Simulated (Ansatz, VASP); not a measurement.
# GdTa2Co3: VASP beside Ansatz

The input INCAR:

```
SYSTEM = GdTa2Co3
  PREC = Accurate
  ENCUT = 520
  EDIFF = 1E-6
  ISMEAR = 1
  SIGMA = 0.0153
  LREAL = .FALSE.
  LASPH = .TRUE.
  NELM = 150
  ALGO = Normal
  ISIF = 2
  LWAVE = .FALSE.
  LCHARG = .TRUE.
  ISPIN = 2
  MAGMOM = 3 -3 3 -7 0 0
  LORBIT = 11
  LMAXMIX = 6
  LDAU = .TRUE.
  LDAUTYPE = 2
  LDAUL = 2 3 -1
  LDAUU = 1.78 6.41 0
  LDAUJ = 0 0 0
  LDAUPRINT = 1
  GGA = PE
  LELF = .TRUE.
  LVHAR = .TRUE.
  NBANDS = 46
```

Contents of KPOINTS:

```
Automatic mesh
0
G
  5 5 7
  0 0 0
```

POSCAR

```
GdTa2Co3
1.0
    2.7393954300      4.7447699000      0.0000000000
   -2.7393954300      4.7447699000      0.0000000000
    0.0000000000      0.0000000000      3.2695138400
Co Gd Ta
3 1 2
Direct
    0.5000000000      0.5000000000      0.5000000000
    0.5000000000      0.0000000000      0.5000000000
    0.0000000000      0.5000000000      0.5000000000
    0.0000000000      0.0000000000      0.0000000000
    0.3333000000      0.3334000000      0.0000000000
    0.6666000000      0.6667000000      0.0000000000
```

Input for Ansatz:

```yaml
crystal:
  lattice:
    - [2.73939543, 4.7447699, 0.0]
    - [-2.73939543, 4.7447699, 0.0]
    - [0.0, 0.0, 3.26951384]
  atoms:
    - { symbol: Co, position: [0.5, 0.5, 0.5], spin: 3.0 }
    - { symbol: Co, position: [0.5, 0.0, 0.5], spin: -3.0 }
    - { symbol: Co, position: [0.0, 0.5, 0.5], spin: 3.0 }
    - { symbol: Gd, position: [0.0, 0.0, 0.0], spin: -7.0 }
    - { symbol: Ta, position: [0.3333, 0.3334, 0.0], spin: 0.0 }
    - { symbol: Ta, position: [0.6666, 0.6667, 0.0], spin: 0.0 }
kpoints:
  mp_grid: { grid: [5, 5, 7], shift: [0, 0, 0] }
  band_path:
    path:
      - [0.0, 0.0, 0.0]
      - [0.49999997, -1.1e-07, 0.0]
      - [0.66666655, 0.33333316, 0.0]
      - [0.0, 0.0, 0.0]
      - [0.0, 0.0, 0.5]
      - [0.49999997, -1.1e-07, 0.5]
      - [0.66666655, 0.33333316, 0.5]
      - [0.0, 0.0, 0.5]
      - [0.49999997, -1.1e-07, 0.5]
      - [0.49999997, -1.1e-07, 0.0]
      - [0.66666655, 0.33333316, 0.5]
    npoints: 6
magnetization:
  spin_polarized: true
scf:
  occupations: { method: methfessel_paxton, width: 0.0153 }
  lower_state_search: "off"
  max_iter: 200
hamiltonian:
  pseudopotentials: { kind: paw }
  xc: pbe
  hubbard:
    projectors: all-electron-ortho-atomic
    sites:
      - { species: Co, l: d, u_eff: 1.78 }
      - { species: Gd, l: f, u_eff: 6.41 }
basis:
  ecutwfc: 420
  fft_grid_basis: typed
output:
  forces: true
  stress: true
  eigenvalues: true
  bader: true
  populations: true
  elf: true
  write_potential: true
  volumetric_format: npy
  dos:
    e_range: [-12, 8]
    de: 0.05
    projected: { site_lists: { Co: [Co], Gd: [Gd], Ta: [Ta] } }
checkpoint:
  read: saved_state
```

The cell was built by a generator and needn't be a form met in nature.

Alike in both runs: task single point; functional PBE; k mesh 5 × 5 × 7; occupations methfessel-paxton of order 1, width 0.0153 eV; collinear spin; Hubbard terms Co d U = 1.78 eV, Gd f U = 6.41 eV.

|  | VASP | Ansatz |
| --- | --- | --- |
| version | VASP 6.6.1 | Ansatz 0.2.0 |
| potentials or method | VASP PAW PBE potentials, release 64 (Co, Gd, Ta_pv) | PAW plane waves |
| plane-wave cutoff (eV) | 520 | 420 |
| valence electrons in the cell | 67 | 95 |

VASP gave:

```
net moment per atom (μB)                                      : 1.27
size of the moment on the site where the two differ most (μB) : 7.03
```

**Question.** Estimate Ansatz's values.

**Answer.** net moment per atom (μB): 1.26; size of the moment on the site where the two differ most (μB): 7.25.

Site moments also hang on the region over which each program counts them. The programs project onto different local orbitals, so the same U acts differently. The two sets of potentials don't hold the same shells in valence. Ansatz warned: «filled_band_counts_differ_across_k_points».

 The runs have no spin-orbit coupling, so splittings on Gd, Ta are missing. The state reached can hang on the start; a lower one may exist.
